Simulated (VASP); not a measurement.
Given:

```yaml
crystal:
  lattice:
    - [0.00000, 2.72792, 2.72792]
    - [2.72792, 0.00000, 2.72792]
    - [2.72792, 2.72792, 0.00000]
  atoms:
    - { symbol: Mg, position: [0.00000, 0.00000, 0.00000] }
    - { symbol: Se, position: [0.50000, 0.50000, 0.50000] }
```

These are AM05 GGA, VASP's PBE PAW potentials (set 64) (plane waves; VASP) values and carry that method's errors. Numerical set-up: 520 eV cut-off, Gaussian smearing of 0.050 eV, potentials Mg Se.

Question: Estimate the band gap (along the path) with the smallest direct gap where there is one.

Answer: 
```yaml
band gap (along the path): 1.80 eV
smallest direct gap (along the path): 2.52 eV
```

Only differences to runs with the same potentials and settings are physical.

The compound is MgSe in the rock salt structure. It was relaxed first.
